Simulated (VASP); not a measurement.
```
SrVO3
1.0
    3.75710     0.00000     0.00000
    0.00000     3.75710     0.00000
    0.00000     0.00000     3.75710
Sr V O
1 1 3
Cartesian
  0.00000   0.00000   0.00000
  1.87855   1.87855   1.87855
  1.87855   0.00000   1.87855
  0.00000   1.87855   1.87855
  1.87855   1.87855   0.00000
```

Computed with optB86b-vdW, VASP's PBE PAW potentials (set 64) (plane waves; VASP 6.6.1). Settings: 520 eV cut-off, 8×8×8 Γ-centred mesh, first-order Methfessel-Paxton smearing of 0.10 eV, potentials Sr_sv V_sv O.

Question: Predict the energy per atom (σ→0), pressure, band gap (on the k-mesh) with the smallest direct gap where there is one.

Answer: 
The band gap (on the k-mesh) is none (metal, semimetal or under 0.01 eV), the energy per atom (σ→0) is -5.985 eV/atom and the pressure comes out as 13.97 GPa.

Total energies compare only between runs with the same potentials, cut-off and functional.

The compound is SrVO3 in the cubic perovskite structure. This cell is one point of a volume scan, at 0.94 of the reference volume. The run is not spin-polarised, so no magnetic state was tried. The electron count is odd and the run is not spin-polarised, which forces a metal.
